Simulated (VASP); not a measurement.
Energy against volume of NiAl (CsCl type). Method: r2SCAN+rVV10, VASP's PBE PAW potentials (set 64) (plane waves; VASP). Settings: 520 eV cut-off, 13×13×13 Γ-centred mesh, first-order Methfessel-Paxton smearing of 0.10 eV, potentials Al Ni.

```
V (Å³/atom)  E (eV/atom)
-----------  -----------
10.974          -9.85384
11.324          -9.87312
11.674          -9.87859
12.024          -9.87226
```

Problem. Fit these four points and predict the energy of the run at 12.375 Å³/atom.

Solution. A cubic in V^(−2/3), the third-order Birch-Murnaghan form, passes through the four points with V0 = 11.65 Å³/atom and B0 = 181 GPa, and gives -9.8558 eV/atom there. The run gave -9.8559 eV/atom, -0.1 meV/atom from the fit; all five points give B0 = 181 GPa.

The compound is NiAl in the CsCl type structure. It was relaxed first. The run is not spin-polarised, so no magnetic state was tried.
